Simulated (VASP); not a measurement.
Here is the system:

```xyz
5
Lattice="3.8370 0.0000 0.0000 0.0000 3.8370 0.0000 0.0000 0.0000 3.8370" Properties=species:S:1:pos:R:3 pbc="T T T"
Sr     0.0000     0.0000     0.0000
Ti     1.9185     1.9185     1.9185
O      1.9185     0.0000     1.9185
O      0.0000     1.9185     1.9185
O      1.9185     1.9185     0.0000
```

The numbers are results of rev-vdW-DF2, VASP's PBE PAW potentials (set 64) (plane waves; VASP), not measurements. Run with 520 eV cut-off, 6×6×6 Γ-centred mesh, Gaussian smearing of 0.050 eV, potentials Sr_sv Ti_sv O.

### Question
What does the run give for the energy per atom (σ→0), pressure, band gap (on the k-mesh) with the smallest direct gap where there is one?

### Answer

```json
{
 "band gap (on the k-mesh)": "1.93 eV",
 "smallest direct gap (on the k-mesh)": "2.25 eV",
 "energy per atom (σ→0)": "-6.399 eV/atom",
 "pressure": "12.73 GPa"
}
```

Only differences to runs with the same potentials and settings are physical.

The compound is SrTiO3 in the cubic perovskite structure, the ideal cubic form; the compound distorts at low or room temperature. This cell is one point of a volume scan, at 0.94 of the reference volume.
